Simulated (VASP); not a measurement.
The system is Be3Te2Se.

```
CELL_PARAMETERS angstrom
-1.88350 1.88350 7.99000
1.88350 -1.88350 7.99000
1.88350 1.88350 -7.99000
ATOMIC_POSITIONS crystal
Be 0.75000 0.25000 0.50000
Be 0.08333 0.58333 0.50000
Be 0.41667 0.91667 0.50000
Te 0.66670 0.66670 0.00000
Te 0.33330 0.33330 0.00000
Se 0.00000 0.00000 0.00000
```

The cell was built by a generator and needn't be a form met in nature.

| Item | Value |
| --- | --- |
| Program | VASP 6.6.1 |
| Task | relaxation of cell and atoms |
| Functional | PBE |
| Potentials or basis | VASP PAW PBE potentials, release 64 (Be, Te, Se) |
| Cutoff | 520 eV |
| k mesh | 5 × 5 × 5 |
| Occupations | gaussian, width 0.15 eV |
| Spin | no spin polarisation |

At the start: pressure 8.5 GPa; volume 18.90 Å³/atom.

Problem. How do energy, volume and symmetry change on relaxing?

Solution. Over 7 steps the energy falls by 81.5 meV/atom and the volume is 20.99 Å³/atom (+11.1 %); space group I-4m2 (No. 119, to 0.05 Å).

The path:
| step | energy change (eV) | largest force (eV/Å) | pressure (GPa) | volume (Å³) |
| --- | --- | --- | --- | --- |
| 1 | 0.0000 | 1.3268 | 8.54 | 113.38 |
| 2 | -0.4033 | 0.4226 | -1.83 | 130.72 |
| 3 | -0.4174 | 0.5398 | -0.64 | 127.83 |
| 4 | -0.4539 | 0.3648 | -0.55 | 127.01 |
| 5 | -0.4873 | 0.0953 | 0.24 | 124.96 |
| 6 | -0.4879 | 0.1144 | 0.27 | 125.17 |
| 7 | -0.4891 | 0.0179 | -0.11 | 125.95 |

Final structure:
```
CELL_PARAMETERS angstrom
-1.95494 1.95494 8.23904
1.95494 -1.95494 8.23904
1.95494 1.95494 -8.23904
ATOMIC_POSITIONS crystal
Be 0.75000 0.25000 0.50000
Be 0.07447 0.57447 0.50000
Be 0.42553 0.92553 0.50000
Te 0.66254 0.66254 0.00000
Te 0.33746 0.33746 0.00000
Se 0.00000 0.00000 0.00000
```

Caveat: the k mesh is coarse (spacing up to 0.47 Å⁻¹), so the values aren't converged.
